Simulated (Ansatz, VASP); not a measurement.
# Al2O3 (Corundum): VASP beside Ansatz, part 2 of 2

Aim: how closely do two programs agree when they are given the same cell, functional and k mesh? The cell is taken from a series of VASP runs on this material, whose earlier steps may have relaxed, scaled or displaced it; both programs get it as it stands.

VASP 6.6.1 and Ansatz 0.2.0.

So far: Starting point; Ansatz: relaxation of cell and atoms, LDA.

## Step 3: VASP: relaxation of cell and atoms, LDA

Level of this step: LDA; plane waves and PAW (Al, O) (VASP).

The same cell, functional (in two slightly different forms), mesh and smearing now go to VASP, with its own data sets and cutoff.

Lines of VASP's logs that name or quote its potential files are left out, and so is its time.

INCAR

```
SYSTEM = Al2O3
PREC = Accurate
ENCUT = 520
EDIFF = 1E-06
NELM = 100
ISMEAR = 0
SIGMA = 0.03
LREAL = .FALSE.
ALGO = Normal
GGA = CA
NBANDS = 34
LORBIT = 11
LWAVE = .FALSE.
LCHARG = .FALSE.
KPAR = 8
IBRION = 2
NSW = 50
ISIF = 3
EDIFFG = -0.004
```

POSCAR

```
Al2O3
1.0
    2.3794853470      1.3737965056      4.3321625829
   -2.3794853470      1.3737965056      4.3321625829
    0.0000000000     -2.7475930112      4.3321625829
Al O
4 6
Direct
    0.1500000000      0.1500000000      0.1500000000
    0.3500000000      0.3500000000      0.3500000000
    0.8500000000      0.8500000000      0.8500000000
    0.6500000000      0.6500000000      0.6500000000
    0.9500000000      0.2500000000      0.5500000000
    0.5500000000      0.9500000000      0.2500000000
    0.2500000000      0.5500000000      0.9500000000
    0.0500000000      0.7500000000      0.4500000000
    0.4500000000      0.0500000000      0.7500000000
    0.7500000000      0.4500000000      0.0500000000
```

KPOINTS

```
Automatic mesh
0
Gamma
6 6 6
0 0 0
```

The projector-augmented-wave data sets are Al and O (LDA family, release 64).

Run with:

```sh
$ mpirun -np 8 vasp_std
```

Numbers of over 12 decimals in the logs are rounded to 6 here.

Log:

```text
[banner, memory and clock lines left out]
running    8 mpi-ranks, on    1 nodes
 distrk:  each k-point on    1 cores,    8 groups
 distr:  one band on    1 cores,    1 groups

 POSCAR found type information on POSCAR AlO
 POSCAR found :  2 types and      10 ions
|                                                                             |
|           W    W    AA    RRRRR   N    N  II  N    N   GGGG   !!!           |
|           W    W   A  A   R    R  NN   N  II  NN   N  G    G  !!!           |
|           W    W  A    A  R    R  N N  N  II  N N  N  G       !!!           |
|           W WW W  AAAAAA  RRRRR   N  N N  II  N  N N  G  GGG   !            |
|           WW  WW  A    A  R   R   N   NN  II  N   NN  G    G                |
|           W    W  A    A  R    R  N    N  II  N    N   GGGG   !!!           |
|                                                                             |
|     For optimal performance we recommend to set                             |
|       NCORE = 2 up to number-of-cores-per-socket                            |
|     NCORE specifies how many cores store one orbital (NPAR=cpu/NCORE).      |
|     This setting can greatly improve the performance of VASP for DFT.       |
|     The default, NCORE=1 might be grossly inefficient on modern             |
|     multi-core architectures or massively parallel machines. Do your        |
|     Unfortunately you need to use the default for GW and RPA                |
|     calculations (for HF NCORE is supported but not extensively tested      |
|     yet).                                                                   |
|                                                                             |

 LDA part: xc-table for (Slater(with rela. corr.)+CA(PZ))
 , standard interpolation
 POSCAR, INCAR and KPOINTS ok, starting setup
 FFT: planning ... GRIDC
 FFT: planning ... GRID_SOFT
 FFT: planning ... GRID
 WAVECAR not read
 entering main loop
       N       E                     dE             d eps       ncg     rms          rms(c)
DAV:   1     0.216915025340E+03    0.21692E+03   -0.25640E+04  2176   0.135E+03
DAV:   2    -0.792582865768E+02   -0.29617E+03   -0.28723E+03  2766   0.290E+02
DAV:   3    -0.913703194839E+02   -0.12112E+02   -0.12073E+02  2790   0.604E+01
DAV:   4    -0.914584548117E+02   -0.88135E-01   -0.88079E-01  2720   0.597E+00
DAV:   5    -0.914593280228E+02   -0.87321E-03   -0.87302E-03  2764   0.590E-01    0.175E+01
DAV:   6    -0.832014938172E+02    0.82578E+01   -0.30027E+01  2646   0.291E+01    0.629E+00
DAV:   7    -0.830899598285E+02    0.11153E+00   -0.83303E-01  2638   0.460E+00    0.318E+00
DAV:   8    -0.830081545021E+02    0.81805E-01   -0.80615E-02  2724   0.211E+00    0.743E-01
DAV:   9    -0.830015466528E+02    0.66078E-02   -0.12919E-02  2782   0.623E-01    0.266E-01
DAV:  10    -0.830016052639E+02   -0.58611E-04   -0.64537E-04  2618   0.163E-01    0.801E-02
DAV:  11    -0.830015850672E+02    0.20197E-04   -0.17238E-04  2652   0.764E-02    0.336E-02
DAV:  12    -0.830015854005E+02   -0.33327E-06   -0.64092E-06  2722   0.170E-02
   1 F= -.83001585E+02 E0= -.83001585E+02  d E =-.830016E+02
[... from here on, the cycles between the ionic steps are left out ...]
   2 F= -.83096435E+02 E0= -.83096435E+02  d E =-.948493E-01
   3 F= -.83105222E+02 E0= -.83105222E+02  d E =-.103637E+00
   4 F= -.83105193E+02 E0= -.83105193E+02  d E =-.103608E+00
   5 F= -.83106284E+02 E0= -.83106284E+02  d E =-.109098E-02
   6 F= -.83106838E+02 E0= -.83106838E+02  d E =-.164457E-02
   7 F= -.83107069E+02 E0= -.83107069E+02  d E =-.231776E-03
   8 F= -.83107093E+02 E0= -.83107093E+02  d E =-.255155E-03
 curvature:  -0.67 expect dE=-0.273E-04 dE for cont linesearch -0.625E-07
 trial: gam= 0.11777 g(F)=  0.297E-04 g(S)=  0.113E-04 ort =-0.621E-05 (trialstep = 0.968E+00)
 search vector abs. value=  0.452E-04
 bond charge predicted
       N       E                     dE             d eps       ncg     rms          rms(c)
DAV:   1    -0.831071280329E+02   -0.35024E-04   -0.74573E-04  2240   0.175E-01    0.350E-02
DAV:   2    -0.831071072590E+02    0.20774E-04   -0.76117E-05  2800   0.508E-02    0.774E-03
DAV:   3    -0.831071066727E+02    0.58624E-06   -0.33749E-06  2114   0.104E-02
   9 F= -.83107107E+02 E0= -.83107107E+02  d E =-.139382E-04
 trial-energy change:   -0.000014  1 .order   -0.000015   -0.000039    0.000010
 step:   0.7759(harm=  0.7759)  dis= 0.00053  next Energy=   -83.107108 (dE=-0.156E-04)
 reached required accuracy - stopping structural energy minimisation
```

OUTCAR, selected parts (step 3):

```text
ion  position               nearest neighbor table
   1  0.150  0.150  0.150-   8 1.88   9 1.88  10 1.88   7 1.93   5 1.93   6 1.93   2 2.60   3 2.78
                             3 2.78   3 2.78   2 3.25   2 3.25   2 3.25
   2  0.350  0.350  0.350-  10 1.88   9 1.88   8 1.88   7 1.93   5 1.93   6 1.93   1 2.60   4 2.78
                             4 2.78   4 2.78   1 3.25   1 3.25   1 3.25
   3  0.850  0.850  0.850-   5 1.88   6 1.88   7 1.88   8 1.93  10 1.93   9 1.93   4 2.60   1 2.78
                             1 2.78   1 2.78   4 3.25   4 3.25   4 3.25
   4  0.650  0.650  0.650-   7 1.88   6 1.88   5 1.88   8 1.93  10 1.93   9 1.93   3 2.60   2 2.78
                             2 2.78   2 2.78   3 3.25   3 3.25   3 3.25
   5  0.950  0.250  0.550-   3 1.88   4 1.88   1 1.93   2 1.93
   6  0.550  0.950  0.250-   3 1.88   4 1.88   1 1.93   2 1.93
   7  0.250  0.550  0.950-   4 1.88   3 1.88   1 1.93   2 1.93
   8  0.050  0.750  0.450-   1 1.88   2 1.88   3 1.93   4 1.93
   9  0.450  0.050  0.750-   1 1.88   2 1.88   3 1.93   4 1.93
  10  0.750  0.450  0.050-   2 1.88   1 1.88   3 1.93   4 1.93

  LATTYP: Found a trigonal (rhomboedric) cell.
 ALAT       =     5.1300000000
 COS(alpha) =     0.5697099190

 Subroutine GETGRP returns: Found 12 space group operations
 (whereof  6 operations were pure point group operations)

The static configuration has the point symmetry S_6 .
 The point group associated with its full space group is D_3d.

 Found     32 irreducible k-points:

   k-points           NKPTS =     32   k-points in BZ     NKDIM =     32   number of bands    NBANDS=     34

   dimension x,y,z NGX =    40 NGY =   40 NGZ =   40
   dimension x,y,z NGXF=    80 NGYF=   80 NGZF=   80

   ENCUT  =  520.0 eV  38.22 Ry    6.18 a.u.   9.54  9.54  9.54*2*pi/ulx,y,z

   NELECT =      48.0000    total number of electrons

 k-points in reciprocal lattice and weights: Automatic mesh
   0.00000000  0.00000000  0.00000000       0.005
   0.16666667 -0.00000000 -0.00000000       0.028
   0.33333333  0.00000000  0.00000000       0.028
   0.50000000  0.00000000  0.00000000       0.014
   0.16666667  0.16666667 -0.00000000       0.028
   0.33333333  0.16666667  0.00000000       0.056
   0.50000000  0.16666667  0.00000000       0.056
  -0.33333333  0.16666667  0.00000000       0.056
  -0.16666667  0.16666667  0.00000000       0.028
[...]
-0.33333333  0.50000000  0.33333333       0.028
   0.50000000  0.50000000  0.50000000       0.005

 average (electrostatic) potential at core
       1 -69.4288       2 -69.4288       3 -69.4288       4 -69.4288       5 -68.0286
       6 -68.0286       7 -68.0286       8 -68.0286       9 -68.0286      10 -68.0286

 E-fermi :   6.2137

 k-point     1 :       0.0000    0.0000    0.0000
  band No.  band energies     occupation
    ...
     20       5.5094      2.00000
     21       5.5094      2.00000
     22       5.9885      2.00000
     23       5.9885      2.00000
     24       6.0309      2.00000
     25      12.4308      0.00000
     26      15.0939      0.00000
     27      16.7855      0.00000
     28      17.5551      0.00000
     29      17.5551      0.00000
    ...

 k-point     2 :       0.1667   -0.0000   -0.0000
  band No.  band energies     occupation
    ...
     20       5.1347      2.00000
     21       5.3124      2.00000
     22       5.6760      2.00000
     23       5.9468      2.00000
     24       5.9784      2.00000
     25      13.0464      0.00000
     26      15.6042      0.00000
     27      16.3604      0.00000
     28      17.1057      0.00000
     29      17.2990      0.00000
    ...

 k-point     3 :       0.3333    0.0000    0.0000
  band No.  band energies     occupation
    ...
     20       4.6442      2.00000
     21       5.1493      2.00000
     22       5.4648      2.00000
     23       5.7919      2.00000
     24       5.8377      2.00000
     25      14.3255      0.00000
     26      15.8333      0.00000
     27      16.0945      0.00000
     28      16.5957      0.00000
     29      16.8661      0.00000
    ...

  Total        0.0253387      0.0253387      0.0237012     -0.0000000      0.0000000      0.0000000
  in kB        0.4862390      0.4862390      0.4548151     -0.0000000      0.0000000      0.0000000
  external PRESSURE =       0.4757644 kB  Pullay stress =       0.0000000 kB

  energy-cutoff  :      520.00
  volume of cell :       83.49
      direct lattice vectors                 reciprocal lattice vectors
     2.367335792  1.366781957  4.300657658     0.211207891  0.121940933  0.077507526
    -2.367335792  1.366781957  4.300657658    -0.211207891  0.121940933  0.077507526
    -0.000000000 -2.733563914  4.300657658     0.000000000 -0.243881865  0.077507526

 POSITION                                       TOTAL-FORCE (eV/Angst)
 -----------------------------------------------------------------------------------
     -0.00000      0.00000      1.90941        -0.000000     -0.000000      0.000818
     -0.00000      0.00000      4.54157        -0.000000     -0.000000     -0.000818
     -0.00000      0.00000     10.99256        -0.000000     -0.000000     -0.000818
     -0.00000      0.00000      8.36040        -0.000000     -0.000000      0.000818
      1.64354      0.11313      7.52615        -0.000315     -0.000546      0.000000
     -0.91975      1.36678      7.52615         0.000631     -0.000000      0.000000
     -0.72379     -1.47991      7.52615        -0.000315      0.000546      0.000000
     -1.64354     -0.11313      5.37582         0.000315      0.000546      0.000000
      0.91975     -1.36678      5.37582        -0.000631     -0.000000      0.000000
      0.72379      1.47991      5.37582         0.000315     -0.000546      0.000000
 -----------------------------------------------------------------------------------
    total drift:                                0.000000     -0.000000      0.000000

  FREE ENERGIE OF THE ION-ELECTRON SYSTEM (eV)
  ---------------------------------------------------
  free  energy   TOTEN  =       -83.1071066727 eV

  energy  without entropy=      -83.1071066727  energy(sigma->0) =      -83.10710667

 reached required accuracy - stopping structural energy minimisation

 total charge
# of ion       s       p       d       tot
------------------------------------------
    1        0.321   0.424   0.000   0.746
    2        0.321   0.424   0.000   0.746
    3        0.321   0.424   0.000   0.746
    4        0.321   0.424   0.000   0.746
    5        1.536   3.637   0.000   5.173
    6        1.536   3.637   0.000   5.173
    7        1.536   3.637   0.000   5.173
    8        1.536   3.637   0.000   5.173
    9        1.536   3.637   0.000   5.173
   10        1.536   3.637   0.000   5.173
--------------------------------------------------
tot         10.501  23.519   0.000  34.020

[... 3 further parts left out ...]
```

## Step 4: Comparison

Known differences besides the potentials themselves: the two LDA forms differ slightly; both relaxations stop at a tolerance, which leaves soft axes loose, and VASP keeps its plane-wave basis; the cutoff is 420 eV in Ansatz and 520 eV in VASP; VASP's log shows a relativistic correction to its local exchange, Ansatz's none; Ansatz adds a Pulay correction to the stress that steers its cell, VASP none. Total energies have different zeros and are not compared.

Both answers:

| quantity | Ansatz | VASP | difference |
| --- | --- | --- | --- |
| volume (Å³) | 83.23 | 83.49 | -0.31 % |
| edge a after relaxation, in the typed setting (Å) | 5.091 | 5.096 | -0.09 % |

The walks stopped with -0.01 GPa left in Ansatz and 0.05 GPa in VASP; each walk ends within a tolerance, so the volume difference is uncertain by about these residues over the bulk modulus, most in soft cells.

## Step 5: Results

```json
{
 "difference in volume (relaxation of cell and atoms, LDA)": "-0.31 %"
}
```

In words: The difference in volume is -0.31 % (relaxation of cell and atoms, LDA), within the 1.2 % picked in this series as the mark of a large difference, as far as the stopping tolerances let one tell. How closely two codes agree says nothing of how well the functional describes the real material.

[Lines on the potential files, build, host, timing and source positions are cut from VASP's logs without a mark.]

[Logs are printed without paths, hosts, clocks, repeated set-up lines and the standing remarks that a program may print on its own settings, such as how far it seeks lower states.]

[Hosts, paths, dates, database ids (printed as entryN), source tags and the programs' standing remarks are cut or masked in the printed files.]
